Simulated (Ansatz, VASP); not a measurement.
In3Cu: VASP beside Ansatz

File INCAR:

```
  PREC = Accurate
  ENCUT = 520
  EDIFF = 1E-7
  ISMEAR = 0
  SIGMA = 0.1
  LREAL = F
  LASPH = T
  NELM = 100
  ALGO = Normal
  ISIF = 2
  LWAVE = F
  LCHARG = F
  GGA = PE
  NBANDS = 33
```

File KPOINTS:

```
Automatic mesh
0
Gamma
  4 4 4
```

POSCAR

```
In3Cu
1.0
    4.0870131800      0.0000000000      0.0000000000
    0.0000000000      4.0870131800      0.0000000000
    0.0000000000      0.0000000000      5.4185322700
In Cu
3 1
Direct
    0.5000000000      0.0000000000      0.5371416700
    0.0000000000      0.5000000000      0.5371416700
    0.0000000000      0.0000000000      0.2104428300
    0.0000000000      0.0000000000      0.6918496100
```

Input for Ansatz:

```yaml
crystal:
  lattice:
    - [4.08701318, 0.0, 0.0]
    - [0.0, 4.08701318, 0.0]
    - [0.0, 0.0, 5.41853227]
  atoms:
    - { symbol: In, position: [0.5, 0.0, 0.53714167] }
    - { symbol: In, position: [0.0, 0.5, 0.53714167] }
    - { symbol: In, position: [0.0, 0.0, 0.21044283] }
    - { symbol: Cu, position: [0.0, 0.0, 0.69184961] }
basis:
  ecutwfc: 420
kpoints:
  mp_grid: { grid: [4, 4, 4] }
hamiltonian:
  xc: pbe
scf:
  occupations: { method: gaussian, width: 0.1 }
  lower_state_search: "off"
output:
  forces: true
  stress: true
  eigenvalues: true
```

Alike in both runs: task single point; functional PBE; k mesh 4 × 4 × 4; occupations gaussian, width 0.1 eV; no spin polarisation.

```csv
,VASP,Ansatz
version,VASP 6.6.1,Ansatz 0.2.0
potentials or method,"VASP PAW PBE potentials, release 64 (In_d, Cu)","scalar-relativistic, plane waves, PAW"
plane-wave cutoff (eV),520,420
valence electrons in the cell,50,58
```

VASP gave:

| Quantity | Value |
| --- | --- |
| gap on the k mesh at the Fermi level (eV) | none |
| rms of the force components (eV/Å) | 2.426 |

Problem. What did Ansatz give for the same quantities?

Solution. gap on the k mesh at the Fermi level (eV): none; rms of the force components (eV/Å): 2.413.

Atom by atom the forces differ by 0.013 eV/Å (rms over components). A gap of «none» marks a metal or a gap that the smearing closes. With one functional, cell and mesh, what is left measures potentials, basis and numerics. The two sets of potentials don't hold the same shells in valence.

Caveats: the k mesh is coarse (spacing up to 0.38 Å⁻¹), so the values aren't converged; forces of over 1 eV/Å show positions far from the minimum, so gaps and moduli don't describe the material at rest.
